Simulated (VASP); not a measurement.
**Sn2GeO2: single point with PBE**

Crystal: Sn2GeO2.

```
Sn Ge O
1.0
    -1.84684    1.84684    6.43312
     3.69368   -3.69368   12.86624
     1.84684    1.84684   -6.43312
Sn Ge O
4 2 4
Direct
  0.65391 0.32696 0.00000
  0.65391 0.82696 0.00000
  0.34609 0.17304 0.00000
  0.34609 0.67304 0.00000
  0.00000 0.00000 0.00000
  0.00000 0.50000 0.00000
  0.25000 0.37500 0.50000
  0.25000 0.87500 0.50000
  0.75000 0.12500 0.50000
  0.75000 0.62500 0.50000
```

The cell was built by a generator and needn't be a form met in nature.

```yaml
Program: VASP 6.6.1
Task: single point
Functional: PBE
Potentials_or_basis: VASP PAW PBE potentials, release 64 (Sn_d, Ge_d, O)
Cutoff: 520 eV
k_mesh: 4 × 4 × 4
Occupations: gaussian, width 0.15 eV
Spin: no spin polarisation
```

```yaml
Pressure: -0.2 GPa
Largest_force: 0.043 eV/Å
Band_gap_on_the_k_mesh: none (metal or under the smearing width)
```

Forces on the atoms (eV/Å):
```
Sn  -0.005  0.000  0.037
Sn  -0.005  0.000  0.037
Sn   0.005  0.000 -0.037
Sn   0.005  0.000 -0.037
Ge   0.000  0.000  0.000
Ge   0.000  0.000  0.000
O    0.001  0.000 -0.043
O    0.001  0.000 -0.043
O   -0.001  0.000  0.043
O   -0.001  0.000  0.043
```

Stress tensor (GPa, compression positive):
```
-0.61  0.00 -0.05
 0.00 -0.01  0.00
-0.05  0.00  0.09
```

Levels at points of the mesh, in eV from the Fermi level:
```
           k point  band 50  band 51  band 52  band 53  band 54  band 55  band 56  band 57
(0.00, 0.00, 0.00)    -2.64    -1.96    -1.69    -0.74     0.94     0.95     1.65     2.09
(0.50, 0.00, 0.00)    -1.98    -1.98    -1.82    -1.69    -1.52    -0.74     0.39     1.30
(0.00, 0.50, 0.00)    -2.81    -1.85    -1.85     0.82     0.82     0.99     0.99     1.59
(0.50, 0.50, 0.00)    -2.80    -1.73    -1.73    -0.57    -0.57    -0.26    -0.26     0.26
(0.50, 0.00, 0.50)    -2.63    -1.69    -0.74    -0.29     1.39     1.40     2.02     2.09
(0.50, 0.50, 0.50)    -2.98    -2.48    -2.48     0.81     0.81     1.60     1.60     1.83
```

Wall time 2.6 min on 4 MPI ranks on Intel(R) Xeon(R) 6975P-C (Granite Rapids) (shared host), peak memory 0.47 GiB a rank.

Caveat: the k mesh is coarse (spacing up to 0.60 Å⁻¹), so the values aren't converged.
